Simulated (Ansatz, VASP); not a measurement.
**Two plane-wave programs on Ta3AsAu2O13**

```
Ta As Au O
1.0
     5.17152    2.98577    4.08674
    -5.17152    2.98577    4.08674
     0.00000   -5.97156    4.08674
Ta As Au O
3 1 2 13
Direct
  0.23108 0.57229 0.23108
  0.23108 0.23108 0.57229
  0.57229 0.23108 0.23108
  0.55878 0.55878 0.55878
  0.96559 0.96559 0.96559
  0.75105 0.75105 0.75105
  0.40884 0.66762 0.40884
  0.40884 0.40884 0.66762
  0.66762 0.40884 0.40884
  0.49726 0.01313 0.36024
  0.36024 0.49726 0.01313
  0.01313 0.36024 0.49726
  0.36024 0.01313 0.49726
  0.01313 0.49726 0.36024
  0.49726 0.36024 0.01313
  0.10963 0.74806 0.10963
  0.10963 0.10963 0.74806
  0.74806 0.10963 0.10963
  0.30840 0.30840 0.30840
```

Change from the starting cell: volume scaled by 0.96.

Alike in both runs: task single point; functional PBE; k mesh 4 × 4 × 4; occupations fermi-dirac, width 0.05 eV; no spin polarisation.

|  | VASP | Ansatz |
| --- | --- | --- |
| version | VASP 6.6.1 | Ansatz 0.2.0 |
| potentials or method | VASP PAW PBE potentials, release 64 (Ta_pv, As, Au, O) | Ansatz PAW |
| plane-wave cutoff (eV) | 520 | 420 |
| valence electrons in the cell | 138 | 170 |

|  | VASP | Ansatz | Ansatz less VASP |
| --- | --- | --- | --- |
| gap on the k mesh at the Fermi level (eV) | 1.17 | 1.18 | +0.018 |
| least direct gap on the mesh (eV) | 1.23 | 1.24 | +0.015 |
| pressure (GPa) | 5.3 | 4.6 | -0.71 |
| largest component of the traceless stress (GPa) | 1.54 | 1.20 | -0.341 |
| rms of the force components (eV/Å) | 0.419 | 0.324 | -0.0952 |

Atom by atom the forces differ by 0.112 eV/Å (rms over components). With one functional, cell and mesh, what is left measures potentials, basis and numerics. The two sets of potentials don't hold the same shells in valence.

Caveats: spin-orbit coupling is left out, which moves the levels of the heavy elements; forces of over 1 eV/Å show positions far from the minimum, so gaps and moduli don't describe the material at rest (VASP); the pressure holds a Pulay correction of +0.4 GPa for the finite cutoff (Ansatz). A k mesh can miss the band edges.
